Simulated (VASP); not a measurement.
The input files of a VASP run:

### KPOINTS
```
Automatic mesh
0
Monkhorst
  9 9 4
```

**POSCAR**
```
AgPt
4.795110
  0.5803933591   0.0000000000   0.0000000000
 -0.2901966795   0.5026353931   0.0000000000
  0.0000000000   0.0000000000   1.0000000000
Ag Pt
1 1
Cartesian
  0.0000000000   0.0000000000   0.5000000000
  0.2901969697   0.1675449635   0.0000000000
```

**INCAR**
```
ALGO=Normal
EDIFF=1E-6
ENCUT=400
GGA=PE
ISIF=2
ISMEAR=1
LASPH=.TRUE.
LCHARG=.FALSE.
LMAXMIX=6
LREAL=.FALSE.
LWAVE=.FALSE.
NELM=100
PREC=Accurate
SIGMA=0.1
SYSTEM=AgPt
```

POTCAR, in this order: Ag Pt (PBE.64 set). Program: vasp_std.

Translate this PBE calculation to Quantum ESPRESSO's pw.x.

One equivalent input (not run):
```
&CONTROL
  calculation = 'scf'
  pseudo_dir = './pseudo'
  outdir = './out'
  tprnfor = .true.
  tstress = .true.
/
&SYSTEM
  ibrav = 0
  nat = 2
  ntyp = 2
  ecutwfc = 84
  occupations = 'smearing'
  smearing = 'methfessel-paxton'
  degauss = 0.00735
  input_dft = 'pbe'
/
&ELECTRONS
  conv_thr = 7.3e-08
  electron_maxstep = 100
/
ATOMIC_SPECIES
  Ag 107.868 Ag.upf
  Pt 195.084 Pt.upf
CELL_PARAMETERS angstrom
     2.7830500    0.0000000    0.0000000
    -1.3915250    2.4101920    0.0000000
     0.0000000    0.0000000    4.7951100
ATOMIC_POSITIONS crystal
  Ag   0.0000000  0.0000000  0.5000000
  Pt   0.6666670  0.3333330  0.0000000
K_POINTS automatic
  9 9 4 0 0 1
```
Limits of the translation: the potentials are each code's own (VASP's PAW set, PseudoDojo norm-conserving files in pw.x), so ENCUT and ecutwfc are chosen apart and not converted; conv_thr bounds pw.x's estimated SCF error, while EDIFF bounds the energy change between steps; an even Monkhorst-Pack mesh in KPOINTS is the half-step-shifted mesh of pw.x.

The structure comes from a computed database's AgPt entry (P-6m2); how it stands against other phases isn't given here. The cell was not relaxed at this level. The run is one of a series of settings (KPOINTS 9×9×4 Monkhorst-Pack mesh against the base run), some of them coarse on purpose.
